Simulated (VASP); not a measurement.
```yaml
crystal:
  lattice:
    - [0.00000, 2.75910, 2.75910]
    - [2.75910, 0.00000, 2.75910]
    - [2.75910, 2.75910, 0.00000]
  atoms:
    - { symbol: Si, position: [0.25000, 0.25000, 0.25000] }
    - { symbol: Si, position: [0.75000, 0.75000, 0.75000] }
    - { symbol: Ni, position: [0.00000, 0.00000, 0.00000] }
```

All values below come from PBE GGA, VASP's PBE PAW potentials (set 64) (plane waves; VASP 6.6.1). Numerical set-up: 400 eV cut-off, 9×9×9 Γ-centred mesh, second-order Methfessel-Paxton smearing of 0.010 eV, potentials Si Ni.

**Question.** Predict the energy per atom (σ→0), pressure, band gap (on the k-mesh) with the smallest direct gap where there is one.

**Answer.** 
| Quantity | Value |
|---|---|
| band gap (on the k-mesh) | none (metal, semimetal or under 0.01 eV) |
| energy per atom (σ→0) | -5.784 eV/atom |
| pressure | -5.13 GPa |

Only differences to runs with the same potentials and settings are physical.

The compound is NiSi2 in the fluorite structure. The cell was not relaxed at this level. The run is one of a series of settings (ISMEAR = 2, SIGMA = 0.01 against the base run), some of them coarse on purpose. The run is not spin-polarised, so no magnetic state was tried.
